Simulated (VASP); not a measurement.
The input files of a VASP run:

INCAR:
```
SYSTEM  =  BaTiO3
LWAVE  =  F
LMAXMIX  =  4   # l cut-off of mixed one-centre charges
LCHARG  =  F
PREC  =  Accurate
EDIFF  =  1E-6
AGGAC  =  0.0
LREAL  =  F   # projection in real space or not
GGA  =  BO
ISIF  =  3
IBRION  =  2
ENCUT  =  520   # plane-wave cut-off (eV)
LUSE_VDW  =  T
NELM  =  100
PARAM2  =  0.22
ISMEAR  =  0   # Gaussian
NSW  =  60
SIGMA  =  0.05   # width (eV)
EDIFFG  =  -0.02   # ionic stop
ALGO  =  Normal   # blocked Davidson
LASPH  =  T
PARAM1  =  0.1833333333
```

**KPOINTS**
```
Automatic mesh
0
Gamma
5 5 5
0 0 0
```

File POSCAR:
```
BaTiO3
1.0
  3.9837729775   0.0000000000   0.0000000000
  0.0000000000   3.9837729775   0.0000000000
  0.0000000000   0.0000000000   3.9837729775
Ba Ti O
1 1 3
direct
  0.0000000000   0.0000000000   0.0000000000
  0.5000000000   0.5000000000   0.5000000000
  0.5000000000   0.0000000000   0.5000000000
  0.0000000000   0.5000000000   0.5000000000
  0.5000000000   0.5000000000   0.0000000000
```

POTCAR, in this order: Ba_sv Ti_sv O (PBE.64 set). Program: vasp_std.

### Question
Write an equivalent input for Quantum ESPRESSO's pw.x.

### Answer
One equivalent input (not run):
```
&CONTROL
  calculation = 'vc-relax'
  pseudo_dir = './pseudo'
  outdir = './out'
  tprnfor = .true.
  tstress = .true.
  nstep = 60
  forc_conv_thr = 0.00078
/
&SYSTEM
  ibrav = 0
  nat = 5
  ntyp = 3
  ecutwfc = 84
  occupations = 'smearing'
  smearing = 'gaussian'
  degauss = 0.003675
  input_dft = 'vdw-df-obk8'
/
&ELECTRONS
  conv_thr = 7.3e-08
  electron_maxstep = 100
/
&IONS
/
&CELL
/
ATOMIC_SPECIES
  Ba 137.327 Ba.upf
  Ti 47.867 Ti.upf
  O 15.999 O.upf
CELL_PARAMETERS angstrom
     3.9837730   -0.0000000    0.0000000
     0.0000000    3.9837730   -0.0000000
     0.0000000   -0.0000000    3.9837730
ATOMIC_POSITIONS crystal
  Ba   0.0000000  0.0000000  0.0000000
  Ti   0.5000000  0.5000000  0.5000000
  O    0.5000000  0.0000000  0.5000000
  O    0.0000000  0.5000000  0.5000000
  O    0.5000000  0.5000000  0.0000000
K_POINTS automatic
  5 5 5 0 0 0
```
What does not carry over: the potentials are each code's own (VASP's PAW set, PseudoDojo norm-conserving files in pw.x), so ENCUT and ecutwfc are chosen apart and not converted; conv_thr bounds pw.x's estimated SCF error, while EDIFF bounds the energy change between steps; forc_conv_thr acts on force components and is met together with etot_conv_thr.

The compound is BaTiO3 in the cubic perovskite structure, the ideal cubic form; the compound distorts at low or room temperature. This run relaxes it. Symmetry was kept, so distortions that lower it aren't found.
